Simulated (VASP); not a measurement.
Calculation: AM05 GGA, VASP's PBE PAW potentials (set 64) (plane waves; VASP).

A VASP calculation is set up with these files.

INCAR:
```
ALGO = Normal
EDIFF = 1E-7
ENCUT = 520
GGA = AM
ICHARG = 11
ISMEAR = 0
LASPH = .True.
LCHARG = .False.
LORBIT = 11
LREAL = .False.
LWAVE = .False.
NELM = 100
PREC = Accurate
SIGMA = 0.05
SYSTEM = LiH
```

### POSCAR
```
LiH
1
    0.0000000000     1.9996289644     1.9996289644
    1.9996289644     0.0000000000     1.9996289644
    1.9996289644     1.9996289644     0.0000000000
Li H
1 1
Direct
  0.0000000000   0.0000000000   0.0000000000
  0.5000000000   0.5000000000   0.5000000000
```

File KPOINTS:
```
k-points along high-symmetry lines
15
Line-mode
Reciprocal
  0.000000   0.000000   0.000000 ! GAMMA
  0.500000   0.000000   0.500000 ! X

  0.500000   0.000000   0.500000 ! X
  0.625000   0.250000   0.625000 ! U

  0.375000   0.375000   0.750000 ! K
  0.000000   0.000000   0.000000 ! GAMMA

  0.000000   0.000000   0.000000 ! GAMMA
  0.500000   0.500000   0.500000 ! L

  0.500000   0.500000   0.500000 ! L
  0.500000   0.250000   0.750000 ! W

  0.500000   0.250000   0.750000 ! W
  0.500000   0.000000   0.500000 ! X
```

POTCAR, in this order: Li_sv H (PBE.64 set). Program: vasp_std. Read from the step before: CHGCAR.

The run wrote:

**OSZICAR**
```
       N       E                     dE             d eps       ncg     rms          rms(c)
DAV:   1    -0.137975320929E+01   -0.13798E+01   -0.15117E+03  1104   0.630E+02
DAV:   2    -0.543525923631E+01   -0.40555E+01   -0.38241E+01  1536   0.601E+01
DAV:   3    -0.553909935103E+01   -0.10384E+00   -0.10384E+00  1260   0.865E+00
DAV:   4    -0.554112533360E+01   -0.20260E-02   -0.20260E-02  1536   0.105E+00
DAV:   5    -0.554115165047E+01   -0.26317E-04   -0.26317E-04  1272   0.705E-02
DAV:   6    -0.554115174957E+01   -0.99105E-07   -0.99104E-07  1398   0.447E-03
   1 F= -.55411517E+01 E0= -.55411517E+01  d E =-.265928E-19
```

**OUTCAR**
```
 val. band max:        0.2800279574   @ k =   0.5000   0.0000   0.5000

 cond. band min:       3.0030367920   @ k =   0.5000   0.0000   0.5000



 k-point     1 :       0.0000    0.0000    0.0000
  band No.  band energies     occupation
      1     -43.2279      2.00000
      2      -5.2877      2.00000
      3      16.4565      0.00000
      4      18.0147      0.00000
      5      18.0147      0.00000
      6      18.0147      0.00000

 k-point     2 :       0.0357    0.0000    0.0357
  band No.  band energies     occupation
      1     -43.2271      2.00000
      2      -5.2573      2.00000
      3      16.2175      0.00000
      4      17.7222      0.00000
      5      17.7222      0.00000
      6      18.2089      0.00000

 k-point     3 :       0.0714    0.0000    0.0714
  band No.  band energies     occupation
      1     -43.2247      2.00000
      2      -5.1658      2.00000
      3      15.6816      0.00000
      4      17.0332      0.00000
      5      17.0332      0.00000
      6      18.5681      0.00000

 k-point     4 :       0.1071    0.0000    0.1071
  band No.  band energies     occupation
      1     -43.2207      2.00000
      2      -5.0123      2.00000
      3      14.9892      0.00000
      4      16.2031      0.00000
      5      16.2031      0.00000
      6      18.8154      0.00000

 k-point     5 :       0.1429    0.0000    0.1429
  band No.  band energies     occupation
      1     -43.2153      2.00000
      2      -4.7957      2.00000
      3      14.1459      0.00000
      4      15.3591      0.00000
      5      15.3591      0.00000
      6      18.7383      0.00000

 k-point     6 :       0.1786    0.0000    0.1786
  band No.  band energies     occupation
      1     -43.2087      2.00000
      2      -4.5136      2.00000
      3      13.1272      0.00000
      4      14.5545      0.00000
      5      14.5545      0.00000
      6      17.8347      0.00000

...
```

The density is held fixed in this step, so its total energy and stress have no physical meaning.

The compound is LiH in the rock salt structure. It was relaxed first, which changed the volume by -6 %.
